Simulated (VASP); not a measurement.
## Sb (relaxed from the beta-Sn structure, space group I4_1/amd): computed properties

Method: PBEsol GGA, VASP's PBE PAW potentials (set 64) (plane waves; VASP 6.6.1).

For Sb, the space group is I4_1/amd (141) and the cell is a = b = 5.957 Å, c = 3.181 Å, α = β = γ = 90.00°. The volume per atom is 28.23 Å^3/atom and the band gap (over mesh and band path) is none (metal, semimetal or under 0.01 eV). The density is 7.16 g/cm³.

```
Sb
1.0
   -2.97875     2.97875     1.59060
    2.97875    -2.97875     1.59060
    2.97875     2.97875    -1.59060
Sb
2
Direct
  0.75000   0.25000   0.50000
  0.00000   0.00000   0.00000
```

Unless said otherwise, spin-orbit coupling is left out, though it shifts the bands of the heavy elements here.

The structure was generated: Sb was put into the beta-Sn type (I4_1/amd), which need not be its known phase. It was relaxed first. Symmetry was kept, so distortions that lower it aren't found.
